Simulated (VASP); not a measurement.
```
Rh
1.0
    0.00000     1.90359     1.90359
    1.90359     0.00000     1.90359
    1.90359     1.90359     0.00000
Rh
1
Direct
  0.00000   0.00000   0.00000
```

All values below come from PBE GGA, VASP's PBE PAW potentials (set 64) (plane waves; VASP). Settings: 500 eV cut-off, 16×16×16 Γ-centred mesh, first-order Methfessel-Paxton smearing of 0.10 eV, potentials Rh_pv.

Task: What does the run give for the energy per atom (σ→0), pressure, band gap (on the k-mesh) with the smallest direct gap where there is one?

Result: 
The band gap (on the k-mesh) comes out as none (metal, semimetal or under 0.01 eV) and the energy per atom (σ→0) comes out as -7.254 eV/atom. The pressure comes out as 4.91 GPa.

Only differences to runs with the same potentials and settings are physical.

The compound is Rh in the fcc structure. It was relaxed first under an external pressure of 5 GPa.
